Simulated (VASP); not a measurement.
# MoF6 in VASP: a series of runs

The runs below take MoF6 through relaxation of the atoms, single point, with PBE+D3(BJ), PBE, RPBE, RPBE+D3(BJ).

Program: VASP 6.6.1. These are calculated values, not measurements. Logs are shortened: lines on timing, memory, paths and dates and some standing lists are left out, and cuts for length are marked.

### Step 1. The structure

The cell holds a molecule in a box, 7 atoms: a = 12.994 Å, b = 13.494 Å, c = 13.994 Å, α = 90.00°, β = 90.00°, γ = 90.00°.

### Step 2. Relaxation of the atoms, PBE+D3(BJ)

File INCAR:

```
  ALGO = Fast
  EDIFF = 1E-6
  EDIFFG = -0.03
  ENCUT = 400
  GGA = PE
  IBRION = 2
  ISIF = 2
  ISMEAR = 0
  ISYM = 0
  IVDW = 12
  LASPH = True
  LCHARG = False
  LREAL = False
  LWAVE = False
  NELM = 80
  NSW = 120
  PREC = Accurate
  SIGMA = 0.01
```

File KPOINTS:

```
k-points
0
Gamma
  1 1 1
```

File POSCAR:

```
MoF6
1.0
   12.9937171634      0.0000000000      0.0000000000
    0.0000000000     13.4937171634      0.0000000000
    0.0000000000      0.0000000000     13.9937171634
Mo F
1 6
Selective dynamics
Direct
    0.4999987501      0.5037054403      0.5000008180  F F F
    0.4310516705      0.5680409000      0.4136566925  T T T
    0.5637645376      0.4384624690      0.4108984078  T T T
    0.5951041002      0.5940903919      0.4971419739  T T T
    0.5689480597      0.4393707997      0.5863441198  T T T
    0.4362358604      0.5689476598      0.5891010351  T T T
    0.4048970216      0.4133203366      0.5028569530  T T T
```

Potentials or basis: VASP PAW PBE potentials, release 64 (Mo_sv, F).

The run is started by

```console
$ cat potpaw_PBE.64/Mo_sv/POTCAR potpaw_PBE.64/F/POTCAR > POTCAR
$ mpirun -np 1 vasp_gam > vasp.out
```

OUTCAR:

```text
EDIFF = 1E-6
   EDIFFG = -0.03
   ENCUT = 400
   GGA = PE
   IBRION = 2
   ISIF = 2
   ISMEAR = 0
   ISYM = 0
   IVDW = 12
   LASPH = True
   LREAL = False
   NELM = 80
   NSW = 120
   PREC = Accurate
 IVDW          = 12

 ion  position               nearest neighbor table
   1  0.500  0.504  0.500-   6 1.74   7 1.74   2 1.74   5 1.74   4 1.74   3 1.74
   2  0.431  0.568  0.414-   1 1.74
   3  0.564  0.438  0.411-   1 1.74
   4  0.595  0.594  0.497-   1 1.74
   5  0.569  0.439  0.586-   1 1.74
   6  0.436  0.569  0.589-   1 1.74
   7  0.405  0.413  0.503-   1 1.74

IMPORTANT INFORMATION: All symmetrisations will be switched off!
NOSYMM: (Re-)initialisation of all symmetry stuff for point group C_1.

----------------------------------------------------------------------------------------

                                     Primitive cell

  volume of cell :    2453.5680

  direct lattice vectors                    reciprocal lattice vectors
    12.993717163  0.000000000  0.000000000     0.076960271  0.000000000  0.000000000
     0.000000000 13.493717163  0.000000000     0.000000000  0.074108564  0.000000000
     0.000000000  0.000000000 13.993717163     0.000000000  0.000000000  0.071460641

  length of vectors
    12.993717163 13.493717163 13.993717163     0.076960271  0.074108564  0.071460641

  position of ions in fractional coordinates (direct lattice)
     0.499998750  0.503705440  0.500000818
     0.431051670  0.568040900  0.413656692
     0.563764538  0.438462469  0.410898408
     0.595104100  0.594090392  0.497141974
     0.568948060  0.439370800  0.586344120
     0.436235860  0.568947660  0.589101035
     0.404897022  0.413320337  0.502856953

  ion indices of the primitive-cell ions
   primitive index   ion index
                 1           1
                 2           2
                 3           3
                 4           4
                 5           5
                 6           6
                 7           7

----------------------------------------------------------------------------------------

 KPOINTS: k-points

Automatic generation of k-mesh.
 Grid dimensions read from file:
 generate k-points for:    1    1    1

 Generating k-lattice:

  Cartesian coordinates                     Fractional coordinates (reciprocal lattice)
     0.076960271  0.000000000  0.000000000     1.000000000  0.000000000  0.000000000
     0.000000000  0.074108564  0.000000000     0.000000000  1.000000000  0.000000000
     0.000000000  0.000000000  0.071460641     0.000000000  0.000000000  1.000000000

  Length of vectors
     0.076960271  0.074108564  0.071460641

  Shift w.r.t. Gamma in fractional coordinates (k-lattice)
     0.000000000  0.000000000  0.000000000

 Subroutine IBZKPT returns following result:
 ===========================================

 Found      1 irreducible k-points:

 Following reciprocal coordinates:
            Coordinates               Weight
  0.000000  0.000000  0.000000      1.000000
   k-points           NKPTS =      1   k-points in BZ     NKDIM =      1   number of bands    NBANDS=     33
   number of dos      NEDOS =    301   number of ions     NIONS =      7
   total plane-waves  NPLWV = 777600
   dimension x,y,z NGX =    90 NGY =   90 NGZ =   96
   dimension x,y,z NGXF=   180 NGYF=  180 NGZF=  192
   ions per type =               1   6
   NGX,Y,Z   is equivalent  to a cutoff of  11.51, 11.09, 11.40 a.u.
   NGXF,Y,Z  is equivalent  to a cutoff of  23.03, 22.18, 22.81 a.u.
 SYSTEM =  unknown system
   PREC   = accura    normal or accurate (medium, high low for compatibility)
   ISTART =      0    job   : 0-new  1-cont  2-samecut
   ICHARG =      2    charge: 1-file 2-atom 10-const
   ISPIN  =      1    spin polarized calculation?
   LNONCOLLINEAR =      F non collinear calculations
   LSORBIT =      F    spin-orbit coupling
   LASPH  =      T    aspherical Exc in radial PAW
   ENCUT  =  400.0 eV  29.40 Ry    5.42 a.u.  21.19 22.00 22.82*2*pi/ulx,y,z
   NELM   =     80;   NELMIN=  2; NELMDL= -5     # of ELM steps
   EDIFF  = 0.1E-05   stopping-criterion for ELM
   LREAL  =      F    real-space projection
   EDIFFG = -.3E-01   stopping-criterion for IOM
   NSW    =    120    number of steps for IOM
   IBRION =      2    ionic relax: 0-MD 1-quasi-New 2-CG
   NFREE  =      1    steps in history (QN), initial steepest desc. (CG)
   ISIF   =      2    stress and relaxation
   ISYM   =      0    0-nonsym 1-usesym 2-fastsym
   POTIM  = 0.5000    time-step for ionic-motion
   TEBEG  =    0.0;   TEEND  =   0.0 temperature during run
   PSTRESS=    0.0 pullay stress
   NELECT =      56.0000    total number of electrons
   NUPDOWN=      -1.0000    fix difference up-down
   EMIN   =  10.00;   EMAX   =-10.00  energy-range for DOS
   EFERMI =   0.00;   METHOD = LEGACY
   ISMEAR =     0;   SIGMA  =   0.01  broadening in eV -4-tet -1-fermi 0-gaus
   EFERMI_NEDOS =   21; number of points for ismear=-14 and -15
   IALGO  =     68    algorithm
   IMIX   =      4    mixing-type and parameters
     AMIX     =   0.40;   BMIX     =  1.00
     AMIX_MAG =   1.60;   BMIX_MAG =  1.00
  volume/ion in A,a.u.               =     350.51      2365.36
  Fermi-wavevector in a.u.,A,eV,Ry     =   0.464378  0.877547  2.934052  0.215647
  Thomas-Fermi vector in A             =   1.453080
   LORBIT       =      0    0 simple, 1 ext, 2 COOP (PROOUT), +10 PAW based schemes
   GGA     = PE    functional components
   LHFCALC =     F    Hartree Fock is set to
   AEXX    =    0.0000 exact exchange contribution
   IVDW    =    12    specifies the selected vdW correction
   LEPSILON=     F    determine dielectric tensor
   LRPA    =     F    only Hartree local field effects (RPA)
 conjugate gradient relaxation of ions
 non-spin polarized calculation
 RMM-DIIS sequential band-by-band and
 Gauss-broadening in eV      SIGMA  =   0.01
  energy-cutoff  :      400.00
  volume of cell :     2453.57
 maximum number of plane-waves:     22266
 NGX is ok and might be reduce to    90
   NGX = 43   NGY = 45   NGZ = 45

--------------------------------------- Ionic step        1  -------------------------------------------

 number of electron      56.0000031 magnetization

 Free energy of the ion-electron system (eV)
  ---------------------------------------------------
  ext. energy  EPLUGINS =         0.00000000
  ---------------------------------------------------
  free energy    TOTEN  =       -37.83127113 eV

  energy without entropy =      -37.83127113  energy(sigma->0) =      -37.83127113

------------------------ aborting loop because EDIFF is reached ----------------------------------------

 Edisp (eV)   -0.14204

 E8    (eV) :    -0.0494
[... 81 lines left out ...]
--------------------------------------- Ionic step        3  -------------------------------------------

 number of electron      56.0000017 magnetization

 Free energy of the ion-electron system (eV)
  ---------------------------------------------------
  ext. energy  EPLUGINS =         0.00000000
  ---------------------------------------------------
  free energy    TOTEN  =       -39.44471417 eV

  energy without entropy =      -39.44471417  energy(sigma->0) =      -39.44471417

 E-fermi : -10.2416     XC(G=0):  -0.6762

 val. band max:      -10.4005016412   @ k =   0.0000   0.0000   0.0000
 cond. band min:      -6.1346126503   @ k =   0.0000   0.0000   0.0000
 fundamental gap:      4.2658889910
 Fermi energy:       -10.2416230711

 k-point     1 :       0.0000    0.0000    0.0000
  band No.  band energies     occupation
      1     -71.2780      2.00000
      2     -45.4526      2.00000
      3     -45.4526      2.00000
      4     -45.4524      2.00000
      5     -30.5546      2.00000
      6     -30.5106      2.00000
[... 63 lines left out ...]
  FREE ENERGIE OF THE ION-ELECTRON SYSTEM (eV)
  ---------------------------------------------------
  free  energy   TOTEN  =       -39.5823683239 eV

  energy  without entropy=      -39.5823683239  energy(sigma->0) =      -39.58236832

 reached required accuracy - stopping structural energy minimisation
```

Run time: 5.9 min. Hardware: 1 thread of Intel Xeon Platinum 8488C (Sapphire Rapids), shared host; peak memory 1.5 GiB.

Results:

- Free energy: -39.5824 eV
- Energy gained by relaxing: 229.9 meV/atom
- Ionic steps: 3
- Gap between the frontier levels: 4.27 eV
- Dispersion energy per atom: -0.020 eV

Step by step:
```
step  energy change (eV)  largest force (eV/Å)  pressure (GPa)
   1              0.0000                5.2787            0.73
   2             -0.0230                3.2778           -1.34
   3             -1.6091                0.0233           -0.49
```

Final structure:
```
CELL_PARAMETERS angstrom
12.99372 0.00000 0.00000
0.00000 13.49372 0.00000
0.00000 0.00000 13.99372
ATOMIC_POSITIONS crystal
Mo 0.50000 0.50371 0.50000
F 0.42654 0.57225 0.40801
F 0.56794 0.43420 0.40507
F 0.60132 0.60000 0.49696
F 0.57346 0.43516 0.59199
F 0.43206 0.57322 0.59493
F 0.39868 0.40741 0.50304
```

Caveat: the cutoff is under 1.25 times the usual one of these potentials, so pressure, stress and relaxed cells hold a basis-set (Pulay) error.

(Continued in part 2 of 2.)
